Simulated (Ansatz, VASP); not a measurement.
# Two plane-wave programs on Zr3Sb2

```xyz
5
Lattice="5.2831 0.0000 0.0000 0.0000 5.2831 0.0000 0.0000 0.0000 5.2831" Properties=species:S:1:pos:R:3 pbc="T T T"
Zr    0.0000    2.6415    2.6415
Zr    2.6415    0.0000    2.6415
Zr    2.6415    2.6415    0.0000
Sb    0.0000    0.0000    0.0000
Sb    2.6415    2.6415    2.6415
```

Alike in both runs: functional PBE; k mesh 8 × 8 × 8; occupations gaussian, width 0.1 eV; no spin polarisation.

Ansatz relaxed the structure, and its values are those at the end. VASP's run is a single point on that final structure, the one shown.

|  | VASP | Ansatz |
| --- | --- | --- |
| version | VASP 6.6.1 | Ansatz 0.2.0 |
| potentials or method | VASP PAW PBE potentials, release 64 (Zr_sv, Sb) | scalar-relativistic, plane waves, PAW |
| plane-wave cutoff (eV) | 520 | 420 |
| valence electrons in the cell | 46 | 66 |

|  | VASP | Ansatz | Ansatz less VASP |
| --- | --- | --- | --- |
| gap on the k mesh at the Fermi level (eV) | none | none | - |
| pressure (GPa) | 0.0 | 0.0 | 0.00 |

A gap of «none» marks a metal or a gap that the smearing closes. The two sets of potentials don't hold the same shells in valence.

The runs have no spin-orbit coupling, so splittings on Sb are missing.
